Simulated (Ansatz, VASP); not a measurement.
# C: VASP beside Ansatz, part 2 of 2

Aim: how closely do two programs agree when they are given the same cell, functional and k mesh? Of the first pair: The structure shown is frame 165 of Ansatz's trajectory.

VASP 6.6.1 and Ansatz 0.2.0.

So far. Step 4 (Comparison): The forces differ by 52 meV/Å r.m.s., which is 1.9 % of the r.m.s. force of 2.806 eV/Å (both taken over all components).

**6. VASP: single point, LDA, pair 2**

Level of this step: LDA; plane waves and PAW (C) (VASP).

The same cell, functional (in two slightly different forms), mesh and smearing now go to VASP, with its own data sets.

The input, INCAR:

```
SYSTEM = C
PREC = Accurate
ENCUT = 520
EDIFF = 1E-06
NELM = 120
ISMEAR = -1
SIGMA = 0.1
LREAL = Auto
ALGO = Normal
GGA = PW92
NBANDS = 120
LORBIT = 11
LWAVE = .FALSE.
LCHARG = .FALSE.
ISIF = 2
LASPH = .TRUE.
GGA_COMPAT = .FALSE.
EFERMI = MIDGAP
NCORE = 2
```

The input, POSCAR:

```
C
1.0
    6.8554839657      0.0000000000      0.0000000000
    0.0000000000      6.8554839657      0.0000000000
    0.0000000000      0.0000000000      6.8554839657
C
42
Direct
    0.8045086231      0.1098861880      0.8719008067
    0.4614836846      0.1773736189      0.6922662242
    0.4528414063      0.3928526437      0.6734255412
    0.0538628639      0.3105856582      0.5958606308
    0.3949401696      0.6909398408      0.8067310824
    0.9047935975      0.2483917997      0.7482320761
    0.6610663846      0.3857082904      0.1309531179
    0.0380241622      0.3798868195      0.3601906171
    0.7734851437      0.6962045311      0.3954741946
    0.6863918031      0.8478489622      0.7048901324
    0.2931769675      0.8588947227      0.6245544474
    0.5025436595      0.9678533322      0.2508402045
    0.6972063568      0.0127655516      0.2332089183
    0.7353558152      0.4834936551      0.3658323778
    0.1599994990      0.8741744609      0.1497434762
    0.3407283879      0.7306238371      0.1656842910
    0.3817729008      0.1374495279      0.1530405447
    0.7684923525      0.1781852319      0.1043621483
    0.4946523129      0.7057796392      0.9939970736
    0.1822982894      0.0727095275      0.1348152814
    0.1769417019      0.0527863585      0.9160219756
    0.3165392860      0.5151693181      0.7564438960
    0.9998092088      0.7659874965      0.1536171633
    0.6300290427      0.4849734923      0.6045956815
    0.2962464809      0.5055912927      0.1441955090
    0.9434543254      0.5949315935      0.7452722558
    0.8815487032      0.7739932041      0.8591603495
    0.4389258315      0.3200410082      0.1199744619
    0.3434762610      0.0489055238      0.7764860988
    0.8188819386      0.8194439704      0.2131442567
    0.7700239730      0.4811844089      0.7396157624
    0.4457993068      0.7738674653      0.4275174466
    0.1285087974      0.4946161375      0.6868324722
    0.0315124410      0.2307500109      0.1898802486
    0.9600642345      0.7138931437      0.5285880644
    0.9865644788      0.9463396067      0.8740876691
    0.0750001025      0.5574292084      0.2024923415
    0.6961097165      0.5564408026      0.9970394554
    0.0979106659      0.8581327051      0.5952484202
    0.7353192021      0.7490899294      0.0274478119
    0.5773468394      0.6926774278      0.5991630964
    0.6574724735      0.0828008697      0.7441729899
```

The input, KPOINTS:

```
Automatic mesh
0
Gamma
1 1 1
0 0 0
```

PAW data sets: C (LDA family, release 64).

The run is started by

```sh
$ mpirun -np 8 vasp_gam
```

Numbers of over 12 decimals in the logs are rounded to 6 here.

Log:

```text
[banner, memory and clock lines left out]
running    8 mpi-ranks, on    1 nodes
[...]
[... a notice as in an earlier step ...]

 LDA part: xc-table for (Slater(with rela. corr.)+PW92), standard interpolation
 POSCAR, INCAR and KPOINTS ok, starting setup
[...]
entering main loop
       N       E                     dE             d eps       ncg     rms          rms(c)
DAV:   1     0.102953646032E+04    0.10295E+04   -0.98527E+04   240   0.141E+03
DAV:   2    -0.277120144384E+03   -0.13067E+04   -0.12158E+04   296   0.314E+02
DAV:   3    -0.382287932094E+03   -0.10517E+03   -0.10242E+03   304   0.853E+01
DAV:   4    -0.385298766717E+03   -0.30108E+01   -0.29785E+01   304   0.154E+01
[...]
DAV:  14    -0.367338356780E+03   -0.48301E-05   -0.11218E-04   296   0.323E-02    0.337E-02
DAV:  15    -0.367338360472E+03   -0.36929E-05   -0.24082E-05   296   0.149E-02    0.131E-02
DAV:  16    -0.367338361049E+03   -0.57671E-06   -0.62937E-06   280   0.739E-03
   1 F= -.36733836E+03 E0= -.36724434E+03  d E =-.188039E+00
```

From OUTCAR (step 6):

```text
  Total      -17.1559844    -31.6016150    -41.5211201     36.1184976     -0.7719751      4.0599360
  in kB      -85.3123423   -157.1467857   -206.4739587    179.6080928     -3.8388358     20.1890282
  external PRESSURE =    -149.6443622 kB  Pullay stress =       0.0000000 kB

 POSITION                                       TOTAL-FORCE (eV/Angst)
 -----------------------------------------------------------------------------------
      5.51530      0.75332      5.97730         5.967668      2.011181      5.028571
      3.16369      1.21598      4.74582         4.796162      4.661928      1.110327
      3.10445      2.69319      4.61666         1.028527     -6.806625     -0.644727
      0.36926      2.12921      4.08491         0.056621      1.695025     -1.287720
      2.70751      4.73673      5.53053         1.358918      2.905445     -0.574963
      6.20280      1.70285      5.12949        -1.177022      3.653933     -3.349450
      4.53193      2.64422      0.89775        -0.795837     -0.936687      2.046171
      0.26067      2.60431      2.46928        -2.939998     -2.140699     -2.237636
      5.30262      4.77282      2.71117         4.625862     -1.849918     -2.256416
      4.70555      5.81241      4.83236         0.236836      1.651648     -0.262528
      2.00987      5.88814      4.28162         0.768966      1.122809      0.587760
      3.44518      6.63510      1.71963         1.596544      3.176561      2.661329
      4.77969      0.08751      1.59876         1.816873     -0.796653     -1.870869
      5.04122      3.31458      2.50796        -0.570105      0.137771      0.279050
[...]
-----------------------------------------------------------------------------------
    total drift:                                0.016348      0.018830     -0.011780

  FREE ENERGIE OF THE ION-ELECTRON SYSTEM (eV)
  ---------------------------------------------------
  free  energy   TOTEN  =      -367.3383610492 eV

  energy  without entropy=     -367.1503216601  energy(sigma->0) =     -367.24434135

[... 2 parts as in an earlier step ...]

[... 1 further part left out ...]
[key lines of the parts left out:]
E-fermi :   6.4934
```

The run ends at a pressure of -14.96 GPa, with forces up to 9.8 eV/Å.

**7. Side by side**

Forces on 8 of the 42 atoms, those with the largest forces and the largest differences (eV/Å; atoms numbered as in POSCAR):

| atom | Ansatz x, y, z | VASP x, y, z |
| --- | --- | --- |
| C1 | 6.042, 1.993, 5.151 | 5.968, 2.011, 5.029 |
| C15 | 3.622, -5.632, 2.383 | 3.498, -5.586, 2.363 |
| C23 | 5.591, -3.295, 3.205 | 5.596, -3.183, 3.235 |
| C28 | 0.514, 5.834, 1.917 | 0.454, 5.697, 1.941 |
| C30 | -6.469, 1.117, 2.866 | -6.370, 1.098, 2.805 |
| C31 | 5.221, -4.757, 6.875 | 5.179, -4.731, 6.839 |
| C38 | -4.404, -6.124, -0.733 | -4.353, -6.076, -0.744 |
| C42 | -3.627, -5.580, -4.700 | -3.564, -5.529, -4.661 |

The forces differ by 49 meV/Å r.m.s., which is 1.7 % of the r.m.s. force of 2.990 eV/Å (both taken over all components).

**8. Ansatz: dynamics, LDA**

One frame of this run of dynamics is then solved in both programs, so the motion causes no difference.

The structure compared here is frame 495 of Ansatz's trajectory.

The input, input.yaml:

```yaml
crystal:
  lattice:
    - [6.8554839657, 0.0, 0.0]
    - [0.0, 6.8554839657, 0.0]
    - [0.0, 0.0, 6.8554839657]
  atoms:
    - { symbol: C, position: [-0.01427164, 0.1568429, 0.87841457] }
    - { symbol: C, position: [0.57491025, 0.16111962, 0.39889175] }
    - { symbol: C, position: [0.53718571, 0.26595817, 0.57487801] }
    - { symbol: C, position: [0.02758974, 0.24097876, 0.52561249] }
    - { symbol: C, position: [0.45402849, 0.63682696, 0.66768503] }
    - { symbol: C, position: [0.94489011, 0.14392507, 0.6765852] }
    - { symbol: C, position: [0.69637082, 0.32473769, 0.05603149] }
    - { symbol: C, position: [0.98665332, 0.21904785, 0.32756608] }
    - { symbol: C, position: [0.95628537, 0.57354725, 0.38093634] }
    - { symbol: C, position: [0.81649611, -0.02153356, 0.65429502] }
    - { symbol: C, position: [0.30870424, 0.78710242, 0.67189436] }
    - { symbol: C, position: [0.61566259, 0.87373087, 0.33190757] }
    - { symbol: C, position: [0.77110019, 0.92363647, 0.18477893] }
    - { symbol: C, position: [0.88504094, 0.38879983, 0.43386609] }
    - { symbol: C, position: [0.21354393, 0.73990662, 0.22442311] }
    - { symbol: C, position: [0.41061448, 0.617025, 0.19717893] }
    - { symbol: C, position: [0.45584718, 1.01981611, 0.29442575] }
    - { symbol: C, position: [0.8656534, 0.20243385, 1.02315825] }
    - { symbol: C, position: [0.57964208, 0.65010859, 1.04166781] }
    - { symbol: C, position: [0.29962057, 0.06301335, 0.18163313] }
    - { symbol: C, position: [0.20823986, 0.90247312, 0.06633667] }
    - { symbol: C, position: [0.44109329, 0.46478469, 0.80040403] }
    - { symbol: C, position: [1.0403407, 0.62606711, 0.20621345] }
    - { symbol: C, position: [0.70497663, 0.41285765, 0.56593087] }
    - { symbol: C, position: [0.38070864, 0.39693609, 0.21462088] }
    - { symbol: C, position: [0.91592848, 0.64961526, 0.72907792] }
    - { symbol: C, position: [0.87345197, 0.83920508, 0.82696146] }
    - { symbol: C, position: [0.57889276, 0.30357609, 0.21996726] }
    - { symbol: C, position: [0.24157974, 0.87001691, 0.84275684] }
    - { symbol: C, position: [0.90606922, 0.61565165, 1.06047962] }
    - { symbol: C, position: [0.77630595, 0.50362177, 0.75169485] }
    - { symbol: C, position: [0.56607455, 0.67279845, 0.33207298] }
    - { symbol: C, position: [0.39553561, 0.29957564, 0.70159919] }
    - { symbol: C, position: [0.88350524, 0.08612827, 0.19446009] }
    - { symbol: C, position: [0.01486824, 0.68459674, 0.54478065] }
    - { symbol: C, position: [0.05797009, 0.94916844, 0.90465415] }
    - { symbol: C, position: [0.22350807, 0.2635423, 0.21816009] }
    - { symbol: C, position: [0.62668938, 0.47679653, 0.91798785] }
    - { symbol: C, position: [0.18294478, 0.78213049, 0.49356107] }
    - { symbol: C, position: [0.7621847, 0.78091861, 1.02573736] }
    - { symbol: C, position: [0.57308193, 0.58118537, 0.51565929] }
    - { symbol: C, position: [0.69259662, 0.9883381, 0.49737962] }
kpoints:
  mp_grid: { grid: [1, 1, 1] }
scf:
  occupations: { method: fermi_dirac, width: 0.1 }
  n_extra_bands: 27
hamiltonian:
  xc: lda
  pseudopotentials: { kind: paw, azcp: { folder: soft_1 }, xc_functional: pbe }
output:
  forces: true
basis:
  ecutwfc: 320
md:
  timestep: 1.5
  n_steps: 495
  ensemble: nvt_langevin
  temperature: 3500
  seed: 2
```

The run is started by

```sh
$ ansatz run input.yaml --threads 8 --pin off --max-ram 23552MiB --backend cpu --events-out ev --progress --plain --runs-dir out
```

Log:

```text
[...]
Crystal: 42 atoms, lattice volume = 322.192 Å³
Basis set: ecut = 320 eV, 4139 PW (Γ)
Bands: 111, of which v1, the nominal top of the filled ones, is band 84 counted from 1 (83 counted from 0)
Symmetry: 1 space group operations
k-points: 1
[...]
SCF iter   1: F=—  HF=-10177.825846 eV  |F-HF|=—  |Δ(HF+E_count)|=         —  Δρ=1.29e-1  dr2=4.79e1  ethr=3.10e-3  ⟨swp⟩=6.0  Hψ=481  notcnv=0  defer=7
[...]
md step     0: t =     0.00 fs  T =     0.0 K  F+E_penalty+E_count = -10158.12826091 eV  E_kin = 0.000000 eV  (11 SCF iters)
[...]
md step    60: t =    90.00 fs  T =  1619.6 K  F+E_penalty+E_count = -10147.50523314 eV  E_kin = 8.792750 eV  (10 SCF iters)
[...]
md step    63: t =    94.50 fs  T =  1925.4 K  F+E_penalty+E_count = -10148.20180844 eV  E_kin = 10.452986 eV  (8 SCF iters)
[...]
md step    64: t =    96.00 fs  T =  2179.8 K  F+E_penalty+E_count = -10148.70975684 eV  E_kin = 11.834201 eV  (8 SCF iters)
[...]
```

**9. VASP: single point, LDA, pair 3**

The same cell, functional (in two slightly different forms), mesh and smearing now go to VASP, with its own data sets.

INCAR is that of step 6.

The input, POSCAR:

```
C
1.0
    6.8554839657      0.0000000000      0.0000000000
    0.0000000000      6.8554839657      0.0000000000
    0.0000000000      0.0000000000      6.8554839657
C
42
Direct
    0.8992834053      0.2683355412      0.8304900177
    0.4979169986      0.3045070210      0.5817360262
    0.5327368598      0.5052989719      0.5288904501
    0.9749634014      0.4341601577      0.5210221507
    0.4616644158      0.8270858817      0.7150145817
    0.8413394341      0.3596002868      0.6661375073
    0.6836612883      0.4952481863      0.0226293287
    0.0063207841      0.3184247839      0.3200733910
    0.9753000712      0.7881358963      0.3626409182
    0.7313919812      0.0230996091      0.4974958759
    0.3097505604      0.0323600836      0.5254806251
    0.5813111109      0.0697397932      0.2498043914
    0.9044128804      0.2272954094      0.1392752145
    0.8629042136      0.5785986839      0.4143656399
    0.2761794805      0.9056879180      0.1449423564
    0.4032043564      0.7772559934      0.0538504651
    0.4865172199      0.2247006983      0.1358602842
    0.8348406952      0.3416129352      0.0015664881
    0.4835334772      0.8571244611      0.9006402802
    0.2892361808      0.1733140951      0.1027081390
    0.2570594591      0.1674385120      0.8468038135
    0.3508735506      0.6344052472      0.6196585130
    0.1599242358      0.7567963146      0.2343504861
    0.6729701394      0.6121157924      0.4589484879
    0.3859189247      0.5659000910      0.0858677524
    0.9826444105      0.6923738752      0.7390153672
    0.9791068047      0.8818191437      0.8334590276
    0.5105884599      0.4294319722      0.0645405929
    0.3782670943      0.1568665378      0.7149623607
    0.8348462382      0.0300139327      0.0988980556
    0.7921324048      0.5796894894      0.7895592823
    0.4655617336      0.9544733870      0.3864614101
    0.1520070655      0.5777186585      0.6243567954
    0.1556723113      0.3844491524      0.2069013664
    0.9190946981      0.9351220179      0.4706805553
    0.0463252487      0.0872720347      0.7665027044
    0.2459025517      0.5554704845      0.2148154685
    0.7367297517      0.6688363685      0.9365281915
    0.0945196580      0.0642996230      0.5651420118
    0.8251424740      0.8728702496      0.9524945332
    0.5759209736      0.8613470660      0.5453795850
    0.6651727322      0.2336627206      0.5766282905
```

KPOINTS is that of step 6.

The run is started by

```sh
$ mpirun -np 8 vasp_gam
```

Log:

```text
[... set-up lines as in an earlier step ...]
 entering main loop
       N       E                     dE             d eps       ncg     rms          rms(c)
DAV:   1     0.100590019287E+04    0.10059E+04   -0.99484E+04   248   0.141E+03
DAV:   2    -0.291032180376E+03   -0.12969E+04   -0.12163E+04   296   0.318E+02
DAV:   3    -0.393186989538E+03   -0.10215E+03   -0.99232E+02   304   0.836E+01
DAV:   4    -0.395818024352E+03   -0.26310E+01   -0.26084E+01   296   0.146E+01
[...]
DAV:  13    -0.369759794919E+03   -0.55996E-05   -0.14703E-04   272   0.375E-02    0.361E-02
DAV:  14    -0.369759800641E+03   -0.57218E-05   -0.26015E-05   288   0.155E-02    0.108E-02
DAV:  15    -0.369759801085E+03   -0.44420E-06   -0.32564E-06   192   0.583E-03
   1 F= -.36975980E+03 E0= -.36968885E+03  d E =-.141901E+00
```

OUTCAR, selected parts (step 9):

```text
  Total       27.0643511    -42.3214005     31.5182181     -4.4189313    -22.1120158    -15.0990786
  in kB      134.5841273   -210.4535494    156.7320740    -21.9742204   -109.9574247    -75.0838734
  external PRESSURE =      26.9542173 kB  Pullay stress =       0.0000000 kB

 POSITION                                       TOTAL-FORCE (eV/Angst)
 -----------------------------------------------------------------------------------
      6.16502      1.83957      5.69341         2.680801     -4.088287     -0.961677
      3.41346      2.08754      3.98808        -4.416618      2.019648      2.524933
      3.65217      3.46407      3.62580        -8.214686      0.324672      3.799506
      6.68385      2.97638      3.57186         2.976834      0.477956     -2.426559
      3.16493      5.67007      4.90177        -1.833018     -4.311399     -3.827367
      5.76779      2.46523      4.56670        -3.290202      3.003152     -1.181314
      4.68683      3.39517      0.15514         4.037037     -1.934570      1.711281
      0.04333      2.18296      2.19426        -0.736521      0.523029      0.388489
      6.68615      5.40305      2.48608         2.132929     -6.563417     -4.120129
      5.01405      0.15836      3.41058        -2.252808      0.850645      3.508735
      2.12349      0.22184      3.60242        -3.368561      2.387898      2.066415
      3.98517      0.47810      1.71253         1.168240      1.643054     -1.874501
      6.20019      1.55822      0.95480         0.778857     -4.193346      5.954823
      5.91563      3.96657      2.84068         1.079633      4.020550     -2.269439
[...]
-----------------------------------------------------------------------------------
    total drift:                                0.035581      0.003486      0.023970

  FREE ENERGIE OF THE ION-ELECTRON SYSTEM (eV)
  ---------------------------------------------------
  free  energy   TOTEN  =      -369.7598010852 eV

  energy  without entropy=     -369.6178999291  energy(sigma->0) =     -369.68885051

[... 2 parts as in an earlier step ...]

[... 1 further part left out ...]
[key lines of the parts left out:]
E-fermi :   5.9188
```

The run ends at a pressure of 2.70 GPa, with forces up to 14 eV/Å.

**10. Comparison**

Forces on 9 of the 42 atoms, those with the largest forces and the largest differences (eV/Å; atoms numbered as in POSCAR):

| atom | Ansatz x, y, z | VASP x, y, z |
| --- | --- | --- |
| C1 | 2.774, -4.213, -0.976 | 2.681, -4.088, -0.962 |
| C3 | -8.311, 0.334, 3.852 | -8.215, 0.325, 3.800 |
| C5 | -1.916, -4.377, -3.934 | -1.833, -4.311, -3.827 |
| C9 | 2.167, -6.704, -4.175 | 2.133, -6.563, -4.120 |
| C21 | -6.987, -0.092, 8.290 | -6.913, -0.076, 8.278 |
| C29 | 3.722, 2.301, -9.966 | 3.682, 2.307, -9.886 |
| C31 | 7.810, -1.709, -11.058 | 7.776, -1.706, -11.025 |
| C38 | -2.403, 6.705, 5.391 | -2.398, 6.623, 5.411 |
| C42 | 11.789, -5.270, -0.845 | 11.694, -5.227, -0.842 |

The forces differ by 54 meV/Å r.m.s., which is 1.5 % of the r.m.s. force of 3.535 eV/Å (both taken over all components).

**11. Outcome**

| Property | Result |
| --- | --- |
| r.m.s. force difference (single point, LDA, pair 1) | 1.9 % of the r.m.s. force |
| r.m.s. force difference (single point, LDA, pair 2) | 1.7 % of the r.m.s. force |
| r.m.s. force difference (single point, LDA, pair 3) | 1.5 % of the r.m.s. force |

The r.m.s. force difference is 1.9 % of the r.m.s. force (single point, LDA, pair 1), within the 3 % picked in this series as the mark of a large difference. 6 further runs of this series are not shown here. Such differences can come from data sets, numerical settings and the points named under the comparisons, not from the functional's error against experiment.

[Lines on the potential files, build, host, timing and source positions are cut from VASP's logs without a mark.]

[Logs are printed without paths, hosts, clocks, repeated set-up lines and the standing remarks that a program may print on its own settings, such as how far it seeks lower states.]

[Hosts, paths, dates, database ids (printed as entryN), source tags and the programs' standing remarks are cut or masked in the printed files.]
